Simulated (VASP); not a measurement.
The input files of a VASP run:

File KPOINTS:
```
Automatic
0
gamma
6 6 9
0 0 0
```

INCAR:
```
ISMEAR=1   # Methfessel-Paxton
EDIFF=1E-6
ALGO=Normal
ISIF=3   # ions, shape and volume
LMAXMIX=4   # l cut-off of mixed one-centre charges
SIGMA=0.1
SYSTEM=CrO2
LWAVE=F
NELM=100
IVDW=12
LCHARG=F
MAGMOM=2*2.5 4*0.0
ENCUT=520   # plane-wave cut-off (eV)
GGA=PE   # PBE
LASPH=T   # aspherical one-centre terms
EDIFFG=-0.02   # ionic stop
LREAL=F
LORBIT=10
NSW=60   # most ionic steps
IBRION=2
PREC=Accurate
ISPIN=2   # spin-polarised
```

POSCAR:
```
CrO2
1
    4.4200000000     0.0000000000     0.0000000000
    0.0000000000     4.4200000000     0.0000000000
    0.0000000000     0.0000000000     2.9200000000
Cr O
2 4
Direct
  0.0000000000   0.0000000000   0.0000000000
  0.5000000000   0.5000000000   0.5000000000
  0.3030000000   0.3030000000   0.0000000000
  0.8030000000   0.1970000000   0.5000000000
  0.1970000000   0.8030000000   0.5000000000
  0.6970000000   0.6970000000   0.0000000000
```

POTCAR, in this order: Cr_pv O (PBE.64 set). Program: vasp_std.

Task: Translate this PBE-D3(BJ) calculation to Ansatz.

Result: One equivalent input (not run):
Ansatz 0.2 input:
```yaml
crystal:
  lattice:
    - [4.4200000, 0.0000000, 0.0000000]
    - [0.0000000, 4.4200000, 0.0000000]
    - [0.0000000, 0.0000000, 2.9200000]
  atoms:
    - { symbol: Cr, position: [0.0000000, 0.0000000, 0.0000000], spin: 2.5 }
    - { symbol: Cr, position: [0.5000000, 0.5000000, 0.5000000], spin: 2.5 }
    - { symbol: O, position: [0.3030000, 0.3030000, 0.0000000] }
    - { symbol: O, position: [0.8030000, 0.1970000, 0.5000000] }
    - { symbol: O, position: [0.1970000, 0.8030000, 0.5000000] }
    - { symbol: O, position: [0.6970000, 0.6970000, 0.0000000] }
kpoints:
  mp_grid: { grid: [6, 6, 9] }
hamiltonian:
  xc: pbe
  dispersion: d3bj
  pseudopotentials: { kind: paw }
magnetization: { spin_polarized: true }
scf:
  occupations: { method: methfessel_paxton, width: 0.1 }
  max_iter: 100
relax:
  max_steps: 60
  f_tol: 0.02
  cell: {}
output: { forces: true, stress: true, eigenvalues: true }
```
Limits of the translation: each code has its own PAW files, so the cut-off isn't converted (ENCUT is set for VASP's; basis.ecutwfc is left out, and Ansatz then takes the one that its files recommend); Ansatz stops its SCF on the density residual and VASP on the energy change (EDIFF).

The compound is CrO2 in the rutile structure. This run relaxes it. Symmetry was kept, so distortions that lower it aren't found. The start is the result of an earlier pass.
